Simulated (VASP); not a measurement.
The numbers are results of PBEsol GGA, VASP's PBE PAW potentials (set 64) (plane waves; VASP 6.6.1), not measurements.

The input files of a VASP run:

### POSCAR
```
C
1
    1.2307929713     0.7105990492     7.6741452265
   -1.2307929713     0.7105990492     7.6741452265
    0.0000000000    -1.4211971737     7.6741452327
C
4
Direct
  0.9125826590   0.9125826590   0.9125826590
  0.0874173410   0.0874173410   0.0874173410
  0.2459199403   0.2459199403   0.2459199403
  0.7540800597   0.7540800597   0.7540800597
```

### KPOINTS
```
Automatic mesh
0
Gamma
12 12 12
0 0 0
```

### INCAR
```
LREAL=F
ISMEAR=-5   # tetrahedra, Bloechl
LORBIT=11   # lm-projected
LCHARG=T
ISIF=2   # forces and stress, cell fixed
EDIFF=1E-7   # SCF stop (eV)
LWAVE=F
NELM=100   # most electronic steps
SYSTEM=C
GGA=PS
PREC=Accurate
LASPH=T   # aspherical one-centre terms
ALGO=Normal   # blocked Davidson
NEDOS=601   # DOS grid
LEFG=T
ENCUT=520
```

POTCAR, in this order: C (PBE.64 set). Program: vasp_std.

Output

**OSZICAR**
```
       N       E                     dE             d eps       ncg     rms          rms(c)
DAV:   1     0.538441347394E+02    0.53844E+02   -0.81778E+03  4584   0.121E+03
DAV:   2    -0.364821268963E+02   -0.90326E+02   -0.82349E+02  6416   0.232E+02
DAV:   3    -0.409472810757E+02   -0.44652E+01   -0.44233E+01  5684   0.529E+01
DAV:   4    -0.410122720999E+02   -0.64991E-01   -0.64905E-01  5700   0.739E+00
DAV:   5    -0.410138362639E+02   -0.15642E-02   -0.15630E-02  5740   0.111E+00    0.905E+00
DAV:   6    -0.391665702004E+02    0.18473E+01   -0.17773E+00  5308   0.923E+00    0.525E+00
DAV:   7    -0.385553754140E+02    0.61119E+00   -0.20607E+00  5308   0.100E+01    0.131E+00
DAV:   8    -0.385644731758E+02   -0.90978E-02   -0.70700E-02  5088   0.187E+00    0.125E-01
DAV:   9    -0.385644212588E+02    0.51917E-04   -0.14970E-03  5668   0.323E-01    0.797E-02
DAV:  10    -0.385649554514E+02   -0.53419E-03   -0.65355E-04  5200   0.180E-01    0.400E-02
DAV:  11    -0.385649771750E+02   -0.21724E-04   -0.26030E-05  5820   0.387E-02    0.528E-03
DAV:  12    -0.385649817568E+02   -0.45817E-05   -0.61377E-06  5476   0.185E-02    0.314E-03
DAV:  13    -0.385649818139E+02   -0.57133E-07   -0.34538E-07  5784   0.485E-03
   1 F= -.38564982E+02 E0= -.38564982E+02  d E =0.000000E+00
```

**OUTCAR**
```
------------------------ aborting loop because EDIFF is reached ----------------------------------------
  FORCE on cell =-STRESS in cart. coord.  units (eV):
  Direction    XX          YY          ZZ          XY          YZ          ZX
  --------------------------------------------------------------------------------------
  Total       -0.0743186     -0.0743186      0.0150000      0.0000000      0.0000000      0.0000000
  in kB       -2.9567673     -2.9567681      0.5967738      0.0000000      0.0000000      0.0000000
  external PRESSURE =      -1.7722539 kB  Pullay stress =       0.0000000 kB
  volume of cell :       40.27
      direct lattice vectors                 reciprocal lattice vectors
     1.230792971  0.710599049  7.674145227     0.406242164  0.234543994  0.043435881
    -1.230792971  0.710599049  7.674145227    -0.406242164  0.234543994  0.043435881
     0.000000000 -1.421197174  7.674145233     0.000000000 -0.469087987  0.043435910
 POSITION                                       TOTAL-FORCE (eV/Angst)
 -----------------------------------------------------------------------------------
      0.00000      0.00000     21.00988         0.000000      0.000000      0.015600
      0.00000      0.00000      2.01256         0.000000     -0.000000     -0.015600
      0.00000      0.00000      5.66168         0.000000      0.000000      0.010785
      0.00000      0.00000     17.36076         0.000000     -0.000000     -0.010785
 -----------------------------------------------------------------------------------
    total drift:                                0.000000     -0.000000      0.000000
  FREE ENERGIE OF THE ION-ELECTRON SYSTEM (eV)
  ---------------------------------------------------
  free  energy   TOTEN  =       -38.5649818139 eV

  energy  without entropy=      -38.5649818139  energy(sigma->0) =      -38.56498181

 total charge

# of ion       s       p       d       tot
------------------------------------------
    1        0.860   1.787   0.000   2.646
    2        0.860   1.787   0.000   2.646
    3        0.859   1.787   0.000   2.647
    4        0.859   1.787   0.000   2.647
--------------------------------------------------
tot          3.438   7.148   0.000  10.586

 Electric field gradients after diagonalization (V/A^2)
 (convention: |V_zz| > |V_xx| > |V_yy|)
----------------------------------------------------------------------
 ion       V_xx      V_yy      V_zz     asymmetry (V_yy - V_xx)/ V_zz
----------------------------------------------------------------------
   1     -15.744   -15.744    31.487       0.000
   2     -15.744   -15.744    31.487       0.000
   3     -15.697   -15.697    31.394       0.000
   4     -15.697   -15.697    31.394       0.000
```
(Selected blocks of OUTCAR.)

The structure comes from a computed database's C entry (R-3m); how it stands against other phases isn't given here. It was relaxed first, which changed the volume by -8 %.
